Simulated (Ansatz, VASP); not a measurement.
# MgTiTe3 in two plane-wave programs

One calculation is typed for both programs; each brings its own data sets. How far apart do they land? The cell is generated by rule, not measured, and may not be a known phase. The cell is taken from a series of runs on this material, whose earlier steps may have relaxed, scaled, displaced or heated it; both programs get it as it stands.

Main program and level: Ansatz 0.2.0; plane waves, with VASP 6.6.1 beside it; relaxation of cell and atoms at PBE with D3(BJ).

The structure was built from a prototype and need not be the compound's stable phase.

## 1. Set-up

Symmetry: Amm2, No. 38, orthorhombic system. The conventional cell has a = 4.611 Å, b = 8.846 Å, c = 6.777 Å, α = 90.00°, β = 90.00°, γ = 90.00°. Mg has 5 Te at 2.86 to 2.90 Å nearest. Nearest to Ti lie 6 Te at 2.64 to 2.94 Å. Nearest to Te lie 2 Ti at 2.81 to 2.94 Å and 2 Mg at 2.90 Å. Nearest to Te lie 2 Ti at 2.64 Å and 1 Mg at 2.86 Å. Farther neighbours and most contacts between anions are not listed.

## 2. Ansatz: relaxation of cell and atoms, PBE with D3(BJ)

Ansatz runs on its default PAW (the set named soft_2) files.

The relaxed volume is the usual yardstick between codes: in a stiff, nearly cubic crystal its relative difference is about their pressure difference at one cell divided by the bulk modulus.

Contents of input.yaml:

```yaml
crystal:
  lattice:
    - [4.6113588427, 0.0, 0.0]
    - [0.0, 4.4230217355, 3.3885342099]
    - [0.0, -4.4230217355, 3.3885342099]
  atoms:
    - { symbol: Mg, position: [0.0, 0.0852390184, 0.0852390184] }
    - { symbol: Ti, position: [0.5, 0.4751522155, 0.4751522155] }
    - { symbol: Te, position: [0.5, 0.952393614, 0.3404891991] }
    - { symbol: Te, position: [0.5, 0.3404891991, 0.952393614] }
    - { symbol: Te, position: [0.0, 0.6633956163, 0.6633956163] }
kpoints:
  mp_grid: { grid: [8, 8, 8] }
hamiltonian:
  xc: pbe
  dispersion: d3bj
scf:
  occupations: { method: methfessel_paxton, width: 0.2 }
output:
  forces: true
  stress: true
  eigenvalues: true
relax:
  adjacent_minimum: "off"
  f_tol: 0.001
  max_steps: 60
  cell: { stress_tol: 0.01 }
```

Run with:

```console
$ ansatz run input.yaml --threads 8 --pin off --max-ram 14336MiB --backend cpu --events-out ev --progress --plain --runs-dir out
```

Numbers of over 12 decimals in the logs are rounded to 6 here.

Log:

```text
Engine: ansatz 0.2.0, aarch64-unknown-linux-gnu
Pseudopotentials: kind: paw
Pseudopotential: Mg, paw, valence charge 10, recommended cutoff 420 eV (normal), Mg.paw.azcp
Pseudopotential: Ti, paw, valence charge 12, recommended cutoff 420 eV (normal), Ti.paw.azcp
Pseudopotential: Te, paw, valence charge 16, recommended cutoff 420 eV (normal), Te.paw.azcp
Functional definition: PBE
  parameter kappa = 0.804
  parameter beta = 0.066725
  exchange = pbe_x(kappa = kappa, mu = beta*pi^2/3)
  correlation = pbe_c(beta = beta)
Crystal: 5 atoms, lattice volume = 138.226 Å³
Basis set: ecut = 420 eV, 2679 PW (Γ), exchange–correlation on 64×80×80 points (8 copies of the dense FFT grid, shifted against one another)
Bands: 42, of which v1, the nominal top of the filled ones, is band 35 counted from 1 (34 counted from 0)
Symmetry: 4 space group operations
Space group: Amm2 (ITA 38), of the structure as read, at distance tolerance 5.2e-5 Å
k-points: 105 of 512 (time reversal used)
Non-local potential: Mg, projectors of the file, l = 0: 3, l = 1: 2, l = 2: 1
Non-local potential: Ti, projectors of the file, l = 0: 3, l = 1: 2, l = 2: 3, l = 3: 1
Non-local potential: Te, projectors of the file, l = 0: 2, l = 1: 2, l = 2: 2, l = 3: 2
PAW form: soft (Blöchl's): semilocal exchange-correlation on the pseudo side does not see the compensation charge
PAW one-centre angular grid: Mg, 110 points (default); XC on 64 Gauss nodes
PAW one-centre angular grid: Ti, 590 points (default); XC on 64 Gauss nodes
PAW one-centre angular grid: Te, 590 points (default); XC on 64 Gauss nodes
Initial density: superposition of atomic densities (neutral atoms: chi_scale 0, normalization atom), corrected by the library's trained network
Initial wavefunctions: pseudopotential atomic-orbital guess
Functional: x = pbe(κ = 0.804, μ = 0.219515), c = pbe(β = 0.066725)
SCF iter   1: F=—  HF=-25367.689292 eV  |F-HF|=—  |Δ(HF+E_count)|=         —  Δρ=5.35e-3  dr2=8.14e-2  ethr=1.77e-3  ⟨swp⟩=6.6  Hψ=17106  notcnv=0
preconditioner: auto → LDOS  [metal: Δε(μ)=0.001 eV  Ē_g=6.731 eV  σ=0.200 eV  W_gap=0.01  n_scr=34 (ndim 8)  ℏωp=15.5 eV  f_vac=0.029  D(μ)=3.10/eV (n_scr^D=22)  β→1.0]
SCF iter   2: F=—  HF=-25367.683759 eV  |F-HF|=—  |Δ(HF+E_count)|=   5.53e-3  S|Δr|=    0.00e0  Δρ=2.50e-3  dr2=1.69e-2  ethr=1.16e-4  ⟨swp⟩=2.2  Hψ=8081  notcnv=0
SCF iter   3: F=—  HF=-25367.681585 eV  |F-HF|=—  |Δ(HF+E_count)|=   2.17e-3  S|Δr|=    0.00e0  Δρ=9.90e-4  dr2=2.41e-3  ethr=2.42e-5  ⟨swp⟩=2.1  Hψ=7231  notcnv=0
SCF iter   4: F=—  HF=-25367.681339 eV  |F-HF|=—  |Δ(HF+E_count)|=   2.46e-4  S|Δr|=    0.00e0  Δρ=1.78e-4  dr2=5.98e-5  ethr=3.44e-6  ⟨swp⟩=1.8  Hψ=5274  notcnv=0
SCF iter   5: F=—  HF=-25367.681294 eV  |F-HF|=—  |Δ(HF+E_count)|=   4.46e-5  S|Δr|=    0.00e0  Δρ=4.20e-5  dr2=3.38e-6  ethr=8.55e-8  ⟨swp⟩=2.0  Hψ=7075  notcnv=0
SCF iter   6: F=—  HF=-25367.681295 eV  |F-HF|=—  |Δ(HF+E_count)|=   9.07e-7  S|Δr|=    0.00e0  Δρ=1.34e-5  dr2=2.79e-7  ethr=4.83e-9  ⟨swp⟩=2.3  Hψ=7684  notcnv=0
SCF iter   7: F=-25367.681295 eV  HF=-25367.681295 eV  |F-HF|=1.42e-8  |Δ(HF+E_count)|=   4.52e-8  S|Δr|=    0.00e0  Δρ=4.55e-6  dr2=3.85e-8  ethr=1.43e-10  ⟨swp⟩=7.9  Hψ=19870  notcnv=0
SCF 1 converged in 7 iterations: F = -25367.681295 eV  dr2 = 3.85e-8
  greatest PAW one-centre occupation: 1.000 electrons in one spin orbital (limit 2), on the Mg atom at site 0 (counted from 0), in its partial waves of l = 0
relax step   1: F+E_penalty+E_count = -25367.68129527 eV  Δ(F+E_penalty+E_count) = +0.000e0 eV  max|allowed force component| = 2.098e-4 eV/Å  Δτ_max = 0.0000 Å  P = +0.000 GPa  Ω = 138.226 Å³  (7 SCF iters, dr2 threshold 1.00e-7 eV, accepted)
Initial density: handed on by an earlier stage of this run
Initial wavefunctions: pseudopotential atomic-orbital guess (no wavefunctions were taken with the density)
iter 1 solved again at ethr=2.50e-7 eV; its pass at ethr=3.10e-3 eV (dr2=1.75e-4 eV) is discarded
SCF iter   1: F=—  HF=-25367.681332 eV  |F-HF|=—  |Δ(HF+E_count)|=         —  Δρ=4.87e-6  dr2=4.46e-8  ethr=2.50e-7  ⟨swp⟩=3.4  Hψ=30286  notcnv=0
eigensolver tolerance schedule: the retry pair's looser diagonalisation over-reported the residual by 3919.68 of it (diagonalisation noise at 0.46 of the residual, at the tolerance the schedule requests for it); recorded, not acted on — ethr = c·dr2/N_el stays at c = 1.0e-1
preconditioner: auto → LDOS  [metal: Δε(μ)=0.010 eV  Ē_g=6.703 eV  σ=0.200 eV  W_gap=0.04  n_scr=34 (ndim 8)  ℏωp=15.5 eV  f_vac=0.028  D(μ)=3.50/eV (n_scr^D=22)  β→1.0]
SCF iter   2: F=—  HF=-25367.681295 eV  |F-HF|=—  |Δ(HF+E_count)|=   3.67e-5  S|Δr|=    0.00e0  Δρ=4.43e-6  dr2=4.58e-8  ethr=6.38e-11  ⟨swp⟩=3.0  Hψ=11348  notcnv=0
SCF iter   3: F=—  HF=-25367.681295 eV  |F-HF|=—  |Δ(HF+E_count)|=   1.15e-8  S|Δr|=    0.00e0  Δρ=1.14e-6  dr2=3.10e-9  ethr=6.38e-11  ⟨swp⟩=2.0  Hψ=7044  notcnv=0
SCF iter   4: F=—  HF=-25367.681295 eV  |F-HF|=—  |Δ(HF+E_count)|=  1.46e-10  S|Δr|=    0.00e0  Δρ=5.28e-7  dr2=3.57e-10  ethr=4.42e-12  ⟨swp⟩=2.0  Hψ=7883  notcnv=0
SCF iter   5: F=—  HF=-25367.681295 eV  |F-HF|=—  |Δ(HF+E_count)|=  1.38e-10  S|Δr|=    0.00e0  Δρ=1.03e-7  dr2=1.85e-11  ethr=1.00e-12  ⟨swp⟩=2.0  Hψ=7974  notcnv=0
SCF iter   6: F=—  HF=-25367.681295 eV  |F-HF|=—  |Δ(HF+E_count)|=  7.28e-12  S|Δr|=    0.00e0  Δρ=3.90e-8  dr2=2.86e-12  ethr=1.00e-12  ⟨swp⟩=1.0  Hψ=4410  notcnv=0
SCF iter   7: F=-25367.681295 eV  HF=-25367.681295 eV  |F-HF|=3.64e-12  |Δ(HF+E_count)|=    0.00e0  S|Δr|=    0.00e0  Δρ=1.29e-8  dr2=2.73e-13  ethr=1.00e-12  ⟨swp⟩=6.3  Hψ=18912  notcnv=0
SCF 2 converged in 7 iterations: F = -25367.681295 eV  dr2 = 2.73e-13
relax step   2: F+E_penalty+E_count = -25367.68129529 eV  Δ(F+E_penalty+E_count) = -2.082e-8 eV  max|allowed force component| = 1.380e-4 eV/Å  Δτ_max = 0.0000 Å  P = -0.000 GPa  Ω = 138.226 Å³  stress off target by 3.84e-4 GPa  SCF on the basis re-selected at this cell (its energy is not comparable with the rows above)  (7 SCF iters)
basis re-selected at this cell: Δ(F+E_penalty+E_count) = -2.082e-8 eV, ΔP = -0.000 GPa vs the last step (what re-selecting the basis moved, of the pressure what is left beyond the Pulay correction that the steps carried, after the strain that the cell walked since its last selection, with what the two solves' SCF thresholds leave and, on support functions, any second-order correction that the steps lacked; it is no m [...]
SCF converged after 7 iterations
Stability not checked: this state was not tested for a lower state beside it, because cold or Methfessel-Paxton smearing, or corrected tetrahedra, fill the levels in a way that the test cannot read (fill_not_monotonic; see scf.lower_state_search)
Free energy (F): -25367.681295 eV
Harris-Foulkes:  -25367.681295 eV  (|F-HF|=3.64e-12)
Internal energy: -25367.686550 eV  (E = F + TS)
E sigma→0 (E₀):  -25367.682609 eV
Entropy (-TS):   0.005255 eV (1.051 meV/atom)
Fermi energy:    9.289869 eV
Step filling:    the computed levels leave a gap of 0.0050 eV = 0.0 smearing widths at the electron count; against every level under it full and every level over it empty, smearing changes F+E_penalty+E_count by +1.892 meV and its σ→0 estimate by +0.578 meV
--- Per-component energies (eV) ---
  E_band       = -1306.174860
  E_kinetic    = 891.996531
  E_local      = -6481.813754  (includes V_loc(G=0)·N_el)
  E_nonlocal   = -825.134490
  E_hartree    = 3461.795177
  E_xc         = -500.188222
  E_vxc        = -473.047503  (∫ρ·V_xc dr)
  E_paw        = -15328.855307  (= ΣΔE_a)
  E_vpaw       = -1341.765547  (= ΣTr[D̂ρ^β])
  E_aug_tail   = -0.000450  (compensation charges beyond the density's cutoff)
  E_ewald      = -6583.358869
  E_disp       = -2.127167  (pairwise vdW)
  E_smearing   = 0.005255  (= −TS)
  E_closure    = -0.000000  (closes the sum)
  Σ components = -25367.681295   (vs F -25367.681295, Δ=0.00e0)
--- Forces (eV/Å), atoms counted from 1 ---
  atom   1  Mg     0.00000000     0.00000000    -0.00004641
  atom   2  Ti     0.00000000     0.00000000     0.00012907
  atom   3  Te    -0.00000000    -0.00013803    -0.00001800
  atom   4  Te     0.00000000     0.00013803    -0.00001800
  atom   5  Te     0.00000000     0.00000000    -0.00004677
  max |Σ_I F_I| component: 1.03e-7 eV/Å
--- Stress (GPa, compression-positive) ---
       -0.000059       0.000000       0.000000
        0.000000      -0.000384       0.000000
        0.000000       0.000000       0.000281
  P = ⅓ Tr σ = -0.0001 GPa (-0.001 kbar)
--- Band table (eV; the first three rows and the last of 105) ---
  k-point 0: bands = [... 31 lower, 6.9362, 8.1641, 8.1794, 9.2709, 9.6335, 9.7900, 10.1764, 10.5168, ... 3 higher]
  k-point 1: bands = [... 31 lower, 6.9042, 8.0710, 8.1393, 9.3296, 9.4330, 9.7509, 10.2209, 10.5389, ... 3 higher]
  k-point 2: bands = [... 31 lower, 6.8139, 7.8301, 8.0655, 9.0189, 9.4607, 9.7754, 10.2941, 10.7079, ... 3 higher]
  k-point 104: bands = [... 31 lower, 6.9116, 7.3555, 8.9766, 9.5112, 9.6016, 9.6332, 10.2096, 10.3579, ... 3 higher]
--- Relaxed structure (1 steps of the walk, 1 accepted, 1 SCFs on fresh bases) ---
  F+E_penalty+E_count = -25367.68129529 eV   max|allowed force component| = 1.380e-4 eV/Å   (the final SCF, on the basis selected at the relaxed cell)
  cell:  # Å, volume = 138.2260 Å³
    - [4.6113588427, 0.0, 0.0]
    - [0.0, 4.4230217355, 3.3885342099]
    - [0.0, -4.4230217355, 3.3885342099]
  atoms:
    - { symbol: Mg, position: [0.0, 0.0852390184, 0.0852390184] }
    - { symbol: Ti, position: [0.5, 0.475152, 0.475152] }
    - { symbol: Te, position: [0.5, 0.952393614, 0.340489] }
    - { symbol: Te, position: [0.5, 0.340489, 0.952393614] }
    - { symbol: Te, position: [0.0, 0.663396, 0.663396] }
```

Reading the cycles: dr2 is the Hartree energy of the density residual (eV), the measure of convergence; HF is the Harris–Foulkes estimate of the energy, which meets the free energy F at convergence.

[end of part 1 of 2]

[Lines on the potential files, build, host, timing and source positions are cut from VASP's logs without a mark.]

[Logs are printed without paths, hosts, clocks, repeated set-up lines and the standing remarks that a program may print on its own settings, such as how far it seeks lower states.]

[Hosts, paths, dates, database ids (printed as entryN), source tags and the programs' standing remarks are cut or masked in the printed files.]
